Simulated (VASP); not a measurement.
Given:

```xyz
2
Lattice="1.7900 -3.1004 0.0000 1.7900 3.1004 0.0000 0.0000 0.0000 5.6200" Properties=species:S:1:pos:R:3 pbc="T T T"
Ho     1.7900     1.0335     1.4050
Ho     1.7900    -1.0335     4.2150
```

Level of theory: TPSS meta-GGA, VASP's PBE PAW potentials (set 64) (plane waves; VASP 6.6.1). Settings: 520 eV cut-off, 11×11×6 Γ-centred mesh, first-order Methfessel-Paxton smearing of 0.10 eV, potentials Ho_3.

The 4f electrons are frozen in the core of the lanthanide potential, so 4f levels, which can set the real gap, and their magnetism are missing. Energy and stress use the plane-wave basis of the starting cell.

The ions, cell shape and volume are relaxed. Give the cell that the relaxation ends in.

```xyz
2
Lattice="1.7882 -3.0973 0.0000 1.7882 3.0973 0.0000 0.0000 0.0000 5.5101" Properties=species:S:1:pos:R:3 pbc="T T T"
Ho     1.7882     1.0324     1.3775
Ho     1.7882    -1.0324     4.1325
```
Space group P6_3/mmc (194), at a tolerance of 0.03 Å.

How do energy and volume change from the first to the last step?

The energy (σ→0) changes by -3.5 meV/atom and the volume by -2.2 %, in 5 ionic steps.

The compound is Ho in the hcp structure. This run relaxes it. Symmetry was kept, so distortions that lower it aren't found.
